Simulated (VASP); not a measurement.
Data:

```xyz
1
Lattice="0.0000 1.9000 1.9000 1.9000 0.0000 1.9000 1.9000 1.9000 0.0000" Properties=species:S:1:pos:R:3 pbc="T T T"
Rh     0.0000     0.0000     0.0000
```

All values below come from PBE GGA, VASP's PBE PAW potentials (set 64) (plane waves; VASP). Run with 400 eV cut-off, 15×15×15 Γ-centred mesh, first-order Methfessel-Paxton smearing of 0.10 eV, potentials Rh_pv.

The ions, cell shape and volume are relaxed. Predict the relaxed structure.

```xyz
1
Lattice="0.0000 1.9115 1.9115 1.9115 0.0000 1.9115 1.9115 1.9115 0.0000" Properties=species:S:1:pos:R:3 pbc="T T T"
Rh     0.0000     0.0000     0.0000
```
Space group Fm-3m (225), at a tolerance of 0.03 Å.

How do energy and volume change from the first to the last step?

The energy (σ→0) changes by -3.8 meV/atom and the volume by +1.8 %, in 3 ionic steps.

```
step  E(σ→0) (eV)  max force (eV/Å)  pressure (GPa)  volume (Å³)
----  -----------  ----------------  --------------  -----------
1         -7.2499             0.000            5.05        13.72
2         -7.2318             0.000          -10.66        14.59
3         -7.2537             0.000           -0.03        13.97
```

The compound is Rh in the fcc structure. This run relaxes it. Symmetry was kept, so distortions that lower it aren't found.
